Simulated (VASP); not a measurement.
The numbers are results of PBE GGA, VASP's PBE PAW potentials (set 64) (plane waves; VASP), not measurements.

Input for VASP

File KPOINTS:
```
Automatic mesh
0
Gamma
9 9 9
0 0 0
```

### INCAR
```
ALGO = Normal   ! blocked Davidson
PREC = Accurate
ISMEAR = 0   ! Gaussian
ENCUT = 520   ! plane-wave cut-off (eV)
SIGMA = 0.05
EDIFF = 1E-6   ! SCF stop (eV)
SYSTEM = CaO
LREAL = .FALSE.   ! projection in real space or not
LWAVE = .FALSE.
GGA = PE
NELM = 100
LCHARG = .TRUE.
LASPH = .TRUE.   ! aspherical one-centre terms
```

### POSCAR
```
CaO
1
    0.0000000000     2.4195481198     2.4195481198
    2.4195481198    -0.0000000000     2.4195481198
    2.4195481198     2.4195481198    -0.0000000000
Ca O
1 1
Direct
  0.0000000000   0.0000000000   0.0000000000
  0.5000000000   0.5000000000   0.5000000000
```

POTCAR, in this order: Ca_sv O (PBE.64 set). Program: vasp_std.

Question: What will the output report for the number of irreducible k-points (NKPTS), largest plane-wave count, number of space-group operations, FFT grid (NGX, NGY, NGZ)?

Answer: 
number of irreducible k-points (NKPTS): 35
largest plane-wave count: 775
number of space-group operations: 48
FFT grid (NGX, NGY, NGZ): 28 × 28 × 28

The compound is CaO in the rock salt structure. It was relaxed first.
